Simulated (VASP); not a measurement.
# BaTi2Bi2O with PBEsol: from relaxation to properties, part 2 of 4

Wanted: the relaxed cell of BaTi2Bi2O and its properties. The start is a computed cell from the Materials Project.

VASP 6.6.1; PBEsol, no spin polarisation; plane waves and PAW (Ba_sv, Ti_sv, Bi_d, O).

Still holding for the runs below: This run has no spin polarisation, although Ti can carry a moment. The k-mesh is coarse for a metal.

So far. Step 2 (Relaxing cell and atoms (PBEsol)): It ends with forces under 0.001 eV/Å and a pressure of 0.04 GPa. The relaxed cell has a = 4.057, c = 8.508 Å (conventional setting).

### 3. Second relaxation

The basis stayed that of the start cell while the cell moved. A rerun from the cell reached resets it; the error of the finite cutoff stays.

The input, INCAR:

```
SYSTEM = BaTi2Bi2O
PREC = Accurate
ENCUT = 520
EDIFF = 1E-06
NELM = 100
ISMEAR = 0
SIGMA = 0.05
LREAL = .FALSE.
ALGO = Normal
GGA = PS
NBANDS = 43
LASPH = .TRUE.
LORBIT = 11
LWAVE = .FALSE.
LCHARG = .FALSE.
KPAR = 4
IBRION = 2
NSW = 60
ISIF = 3
EDIFFG = -0.01
```

The input, POSCAR:

```
BaTi2Bi2O
1.0
    4.0570174679      0.0000000000      0.0000000000
    0.0000000000      4.0570174679      0.0000000000
    0.0000000000      0.0000000000      8.5078441849
Ba Ti Bi O
1 2 2 1
Direct
    0.5000000000      0.5000000000      0.5000000000
    0.0000000000      0.5000000000      0.0000000000
    0.5000000000      0.0000000000      0.0000000000
    0.0000000000      0.0000000000      0.2485024431
    0.0000000000      0.0000000000      0.7514975569
    0.5000000000      0.5000000000      0.0000000000
```

The input, KPOINTS:

```
Automatic mesh
0
Gamma
7 7 3
0 0 0
```

Potentials, in the order of the species: Ba_sv, Ti_sv, Bi_d and O (PBE family, release 64).

Command:

```bash
$ mpirun -np 4 vasp_std
```

What it wrote:

```text
[banner, memory and clock lines left out]
running    4 mpi-ranks, on    1 nodes
 distrk:  each k-point on    1 cores,    4 groups
 distr:  one band on    1 cores,    1 groups

 POSCAR found type information on POSCAR BaTiBiO
 POSCAR found :  4 types and       6 ions
 [... a notice as in an earlier step ...]

 LDA part: xc-table for (Slater+PW92), standard interpolation
 POSCAR, INCAR and KPOINTS ok, starting setup
 FFT: planning ... GRIDC
 FFT: planning ... GRID_SOFT
 FFT: planning ... GRID
 WAVECAR not read
 entering main loop
       N       E                     dE             d eps       ncg     rms          rms(c)
DAV:   1     0.942403707034E+03    0.94240E+03   -0.34956E+04  1720   0.191E+03
DAV:   2     0.994356309952E+02   -0.84297E+03   -0.82430E+03  1744   0.564E+02
DAV:   3    -0.352627072631E+02   -0.13470E+03   -0.13206E+03  2689   0.217E+02
DAV:   4    -0.454540457413E+02   -0.10191E+02   -0.10114E+02  2744   0.531E+01
DAV:   5    -0.461137908353E+02   -0.65975E+00   -0.65879E+00  2584   0.987E+00    0.189E+01
DAV:   6    -0.432811060487E+02    0.28327E+01   -0.69022E+01  2560   0.390E+01    0.124E+01
DAV:   7    -0.406367872883E+02    0.26443E+01   -0.23540E+01  2361   0.245E+01    0.630E+00
DAV:   8    -0.404315864329E+02    0.20520E+00   -0.20593E+00  2127   0.680E+00    0.252E+00
DAV:   9    -0.404063458450E+02    0.25241E-01   -0.80347E-01  2600   0.414E+00    0.153E+00
DAV:  10    -0.403884873953E+02    0.17858E-01   -0.14479E-01  2352   0.204E+00    0.590E-01
DAV:  11    -0.403897558185E+02   -0.12684E-02   -0.21548E-02  2160   0.701E-01    0.253E-01
DAV:  12    -0.403889820606E+02    0.77376E-03   -0.63759E-03  2568   0.326E-01    0.622E-02
DAV:  13    -0.403889286390E+02    0.53422E-04   -0.36355E-04  2264   0.115E-01    0.266E-02
DAV:  14    -0.403889405277E+02   -0.11889E-04   -0.64488E-05  2624   0.493E-02    0.824E-03
DAV:  15    -0.403889409023E+02   -0.37455E-06   -0.10419E-05  2240   0.216E-02    0.478E-03
DAV:  16    -0.403889404167E+02    0.48558E-06   -0.23070E-06  1728   0.825E-03
   1 F= -.40388940E+02 E0= -.40386593E+02  d E =-.403889E+02
 curvature:   0.00 expect dE= 0.000E+00 dE for cont linesearch  0.000E+00
 trial: gam= 0.00000 g(F)=  0.727E-07 g(S)=  0.771E-05 ort = 0.000E+00 (trialstep = 0.100E+01)
 search vector abs. value=  0.778E-05
 reached required accuracy - stopping structural energy minimisation
```

Wall time 34 s (4 MPI ranks of Intel Xeon Platinum 8124M at 3.00GHz (Skylake/Cascade Lake), shared host); peak memory 1.3 GiB.

From OUTCAR (step 3):

```text
  LATTYP: Found a simple tetragonal cell.
 ALAT       =     4.0570174679
 C/A-ratio  =     2.0970686600

The static configuration has the point symmetry D_4h.

 Found     20 irreducible k-points:

   dimension x,y,z NGX =    30 NGY =   30 NGZ =   64
   dimension x,y,z NGXF=    60 NGYF=   60 NGZF=  128

   ENCUT  =  520.0 eV  38.22 Ry    6.18 a.u.   7.54  7.54 15.82*2*pi/ulx,y,z

   NELECT =      70.0000    total number of electrons

 E-fermi :   6.9207

 k-point     1 :       0.0000    0.0000    0.0000
  band No.  band energies     occupation
    ...
     31       5.0347      2.00000
     32       5.3784      2.00000
     33       5.6142      2.00000
     34       6.6137      2.00000
     35       6.8384      1.98011
     36       7.2687      0.00000
     37       7.2687      0.00000
     38       7.7693      0.00000
     39       8.1049      0.00000
     40       8.1049      0.00000
    ...

 k-point     2 :       0.1429    0.0000    0.0000
  band No.  band energies     occupation
    ...
     31       5.1591      2.00000
     32       5.4394      2.00000
     33       5.5262      2.00000
     34       5.9300      2.00000
     35       6.3072      2.00000
     36       7.2810      0.00000
     37       7.5468      0.00000
     38       7.9425      0.00000
     39       7.9939      0.00000
     40       8.1152      0.00000
    ...

  Total       -0.0139953     -0.0139953     -0.0238133      0.0000000     -0.0000000      0.0000000
  in kB       -0.1601255     -0.1601255     -0.2724560      0.0000000     -0.0000000      0.0000000
  external PRESSURE =      -0.1975690 kB  Pullay stress =       0.0000000 kB

  energy-cutoff  :      520.00
  volume of cell :      140.03
      direct lattice vectors                 reciprocal lattice vectors
     4.057017468  0.000000000  0.000000000     0.246486491  0.000000000  0.000000000
     0.000000000  4.057017468  0.000000000     0.000000000  0.246486491  0.000000000
     0.000000000  0.000000000  8.507844185     0.000000000  0.000000000  0.117538589

 POSITION                                       TOTAL-FORCE (eV/Angst)
 -----------------------------------------------------------------------------------
      2.02851      2.02851      4.25392        -0.000000      0.000000      0.000000
      0.00000      2.02851      0.00000        -0.000000      0.000000      0.000000
      2.02851      0.00000      0.00000        -0.000000      0.000000      0.000000
      0.00000      0.00000      2.11422         0.000000     -0.000000      0.000868
      0.00000      0.00000      6.39362        -0.000000     -0.000000     -0.000868
      2.02851      2.02851      0.00000        -0.000000      0.000000      0.000000
 -----------------------------------------------------------------------------------
    total drift:                                0.000000     -0.000000      0.000000

  FREE ENERGIE OF THE ION-ELECTRON SYSTEM (eV)
  ---------------------------------------------------
  free  energy   TOTEN  =       -40.3889404167 eV

  energy  without entropy=      -40.3842453271  energy(sigma->0) =      -40.38659287

 total charge
# of ion       s       p       d       tot
------------------------------------------
    1        2.014   5.565   0.365   7.944
    2        2.175   6.141   1.966  10.283
    3        2.175   6.141   1.966  10.283
    4        1.439   1.686   9.898  13.023
    5        1.439   1.686   9.898  13.023
    6        1.559   3.463   0.000   5.022
--------------------------------------------------
tot         10.801  24.682  24.094  59.577

[... 4 parts as in an earlier step ...]

[... 6 further parts left out ...]
```

Little changed from the start: no atom moved by 0.005 Å and no cell edge by 0.1 %.

This step gave:

```
pressure                        : -0.01976 GPa
SCF cycles over all ionic steps : 16
```

It ends with a largest force of 0.001 eV/Å and a pressure of -0.02 GPa. The volume moved by under 0.01 %: the run met its threshold at the first step.

### 4. Single point with fields (PBEsol)

A single point on the relaxed cell gives a clean self-consistent state, with density, ELF and potential written out.

Changes to INCAR since step 3:

```diff
@@ -14,7 +14,5 @@
 LWAVE = .FALSE.
-LCHARG = .FALSE.
-KPAR = 4
-IBRION = 2
-NSW = 60
-ISIF = 3
-EDIFFG = -0.01
+LCHARG = .TRUE.
+ISIF = 2
+LELF = .TRUE.
+LVHAR = .TRUE.
```

POSCAR is that of step 3.

KPOINTS is that of step 3.

Command:

```bash
$ mpirun -np 4 vasp_std
```

What it wrote:

```text
[banner, memory and clock lines left out]
running    4 mpi-ranks, on    1 nodes
 distrk:  each k-point on    4 cores,    1 groups
 distr:  one band on    1 cores,    4 groups

 POSCAR found type information on POSCAR BaTiBiO
 POSCAR found :  4 types and       6 ions
 [... a notice as in an earlier step ...]

 LDA part: xc-table for (Slater+PW92), standard interpolation
|                                                                             |
|           W    W    AA    RRRRR   N    N  II  N    N   GGGG   !!!           |
|           W    W   A  A   R    R  NN   N  II  NN   N  G    G  !!!           |
|           W    W  A    A  R    R  N N  N  II  N N  N  G       !!!           |
|           W WW W  AAAAAA  RRRRR   N  N N  II  N  N N  G  GGG   !            |
|           WW  WW  A    A  R   R   N   NN  II  N   NN  G    G                |
|           W    W  A    A  R    R  N    N  II  N    N   GGGG   !!!           |
|                                                                             |
|     The number of bands has been changed from the values supplied in        |
|     The orbitals not found in the WAVECAR file will be initialized with     |
|     random numbers, which is usually adequate. For correlated               |
|     calculations, however, you should redo the groundstate calculation.     |
|     I found NBANDS = 43. Now, NBANDS = 44.                                  |
|                                                                             |

 POSCAR, INCAR and KPOINTS ok, starting setup
 FFT: planning ... GRIDC
 FFT: planning ... GRID_SOFT
 FFT: planning ... GRID
 WAVECAR not read
 entering main loop
       N       E                     dE             d eps       ncg     rms          rms(c)
DAV:   1     0.953580825539E+03    0.95358E+03   -0.35116E+04  1760   0.187E+03
DAV:   3    -0.350437631632E+02   -0.13505E+03   -0.13233E+03  2672   0.215E+02
DAV:   4    -0.454594977168E+02   -0.10416E+02   -0.10313E+02  2800   0.527E+01
DAV:   5    -0.461135146480E+02   -0.65402E+00   -0.65314E+00  2576   0.986E+00    0.189E+01
DAV:   6    -0.433130114582E+02    0.28005E+01   -0.64863E+01  2612   0.382E+01    0.125E+01
DAV:   7    -0.406499198352E+02    0.26631E+01   -0.22480E+01  2392   0.241E+01    0.640E+00
DAV:   8    -0.404367655716E+02    0.21315E+00   -0.19882E+00  2204   0.662E+00    0.257E+00
DAV:   9    -0.404069429573E+02    0.29823E-01   -0.78012E-01  2652   0.412E+00    0.155E+00
DAV:  10    -0.403885503286E+02    0.18393E-01   -0.13949E-01  2456   0.202E+00    0.587E-01
DAV:  11    -0.403897088931E+02   -0.11586E-02   -0.21247E-02  2304   0.684E-01    0.258E-01
DAV:  12    -0.403889819182E+02    0.72697E-03   -0.59801E-03  2544   0.316E-01    0.627E-02
DAV:  13    -0.403889278988E+02    0.54019E-04   -0.37475E-04  2344   0.114E-01    0.278E-02
DAV:  14    -0.403889408111E+02   -0.12912E-04   -0.67462E-05  2704   0.493E-02    0.982E-03
DAV:  15    -0.403889409407E+02   -0.12956E-06   -0.12635E-05  2336   0.235E-02    0.513E-03
DAV:  16    -0.403889404286E+02    0.51209E-06   -0.21965E-06  1720   0.818E-03
   1 F= -.40388940E+02 E0= -.40386593E+02  d E =-.469503E-02
```

Elapsed: 36 s, on 4 MPI ranks; peak memory 0.76 GiB; 2.3 min of CPU time.

From OUTCAR (step 4):

```text
The static configuration has the point symmetry D_4h.

 Found     20 irreducible k-points:

   k-points           NKPTS =     20   k-points in BZ     NKDIM =     20   number of bands    NBANDS=     44

   NELECT =      70.0000    total number of electrons

 E-fermi :   6.9207

 k-point     1 :       0.0000    0.0000    0.0000
  band No.  band energies     occupation
    ...
     31       5.0346      2.00000
     32       5.3784      2.00000
     33       5.6142      2.00000
     34       6.6137      2.00000
     35       6.8384      1.98008
     36       7.2687      0.00000
     37       7.2687      0.00000
     38       7.7693      0.00000
     39       8.1049      0.00000
     40       8.1049      0.00000
    ...

 k-point     2 :       0.1429    0.0000    0.0000
  band No.  band energies     occupation
    ...
     31       5.1591      2.00000
     32       5.4394      2.00000
     33       5.5262      2.00000
     34       5.9300      2.00000
     35       6.3072      2.00000
     36       7.2810      0.00000
     37       7.5468      0.00000
     38       7.9425      0.00000
     39       7.9938      0.00000
     40       8.1152      0.00000
    ...

  Total       -0.0141574     -0.0141574     -0.0237733      0.0000000      0.0000000      0.0000000
  in kB       -0.1619801     -0.1619801     -0.2719992      0.0000000      0.0000000      0.0000000
  external PRESSURE =      -0.1986531 kB  Pullay stress =       0.0000000 kB

 POSITION                                       TOTAL-FORCE (eV/Angst)
 -----------------------------------------------------------------------------------
      2.02851      2.02851      4.25392         0.000000     -0.000000      0.000000
      0.00000      2.02851      0.00000         0.000000     -0.000000      0.000000
      2.02851      0.00000      0.00000         0.000000     -0.000000      0.000000
      0.00000      0.00000      2.11422        -0.000000      0.000000      0.000938
      0.00000      0.00000      6.39362         0.000000      0.000000     -0.000938
      2.02851      2.02851      0.00000         0.000000     -0.000000      0.000000
 -----------------------------------------------------------------------------------
    total drift:                                0.000000     -0.000000      0.000000

  FREE ENERGIE OF THE ION-ELECTRON SYSTEM (eV)
  ---------------------------------------------------
  free  energy   TOTEN  =       -40.3889404286 eV

  energy  without entropy=      -40.3842453980  energy(sigma->0) =      -40.38659291

[... 10 parts as in an earlier step ...]

[... 3 further parts left out ...]
```

This step gave:

* electronic steps: 16
* bands: 44
* pressure: -0.01987 GPa

Valence electrons inside each PAW sphere by angular momentum. Sphere charges, by row:

```
atom  s (e)  p (e)  d (e)  tot (e)
 Ba1  2.014  5.565  0.365    7.944
 Ti2  2.175  6.141  1.966    10.28
 Ti3  2.175  6.141  1.966    10.28
 Bi4  1.439  1.686  9.898    13.02
 Bi5  1.439  1.686  9.898    13.02
  O6  1.559  3.463      0    5.022
```

Valence density in the ac plane at fractional y = 0.500, with atoms of Ba and Ti and O within 0.2 Å of it. It is the smooth field of the valence electrons, not physical close to the nuclei.

Ten steps, logarithmic in the rise over the least value, from '0' (0 e/Å³) to '9' (12 e/Å³), each cell a mean:
```
98534578753478
65322355432246
32111122211122
11000000000011
11000000000001
10000000000000
00000000000000
00000011100000
00001233221000
00013445442100
00124554554200
00134543454210
00134544554210
00124455543200
00012344331100
00001111110000
00000000000000
00000000000000
11000000000001
11000000000011
21100111110011
54212344321134
87533567643367
99644688753479
```
Columns run along a (4.1 Å), rows up along c (8.5 Å). Atoms in or near the plane, at fractional coordinates: Ba at (0.50, 0.50), Ti at (0.00, 0.00), O at (0.50, 0.00).

Electrostatic potential energy in the ac plane at fractional y = 0.500, with atoms of Ba and Ti and O within 0.2 Å of it. With pseudopotentials it is smooth inside the atoms' cores, unlike the true potential.

Ten even steps from '0' (-55 eV) to '9' (3 eV), each cell a mean:
```
00368610278610
23689976899842
77899999999987
99999999999999
99999999999999
99999999999999
99999999999999
99999988999999
99998877788999
99987766678899
99876654567899
99876543457789
99876544457889
99887655667899
99988777778999
99999888889999
99999999999999
99999999999999
99999999999999
99999999999999
88999999999988
45789998999865
01478732588620
00268400168500
```
Columns run along a (4.1 Å; values clipped at the 3rd and 97th percentile), rows up along c (8.5 Å). Atoms in or near the plane, at fractional coordinates: Ba at (0.50, 0.50), Ti at (0.00, 0.00), O at (0.50, 0.00).

ELF in the ac plane at fractional y = 0.500, with atoms of Ba and Ti and O within 0.2 Å of it. It is the smooth field of the valence electrons, not physical close to the nuclei.

Ten even steps from '_' (0.02) to '@' (0.95), each cell a mean:
```
@@##--..++%%##**%%%%--..++%%
++--..__--##%%%%%%**..__::==
....____..--++++==--______..
......______......______....
--::::..______________..::::
--::::..____________....::::
::::....______________..::::
......____....::..______....
....____::++####**==..____..
____..--##%%@@@@@@%%**::____
____::**%%@@%%##%%@@%%++..__
____--##@@%%**++##%%%%**..__
____--##@@%%##**##%%%%**..__
____..++%%@@%%%%@@@@##--____
______..++##%%%%%%##--..____
....____..::====--::____....
::::..________________....::
::::::..______________..::::
--::::..____________....::--
::::....______________....::
....______..----::..______..
--::____::++####**++..__..::
##**::__==%%%%##%%##::..--**
@@@@==..++%%**==##%%--..**@@
```
Columns run along a (4.1 Å), rows up along c (8.5 Å). Atoms in or near the plane, at fractional coordinates: Ba at (0.50, 0.50), Ti at (0.00, 0.00), O at (0.50, 0.00).

In this run the pressure is -0.02 GPa, small enough to go on.

[end of part 2 of 4]

[Lines on the potential files, build, host, timing and source positions are cut from VASP's logs without a mark.]

[Logs are printed without paths, hosts, clocks, repeated set-up lines and the standing remarks that a program may print on its own settings, such as how far it seeks lower states.]

[Hosts, paths, dates, database ids (printed as entryN), source tags and the programs' standing remarks are cut or masked in the printed files.]

[A measured line is paired with the nearest computed mode of its activity, which favours agreement.]
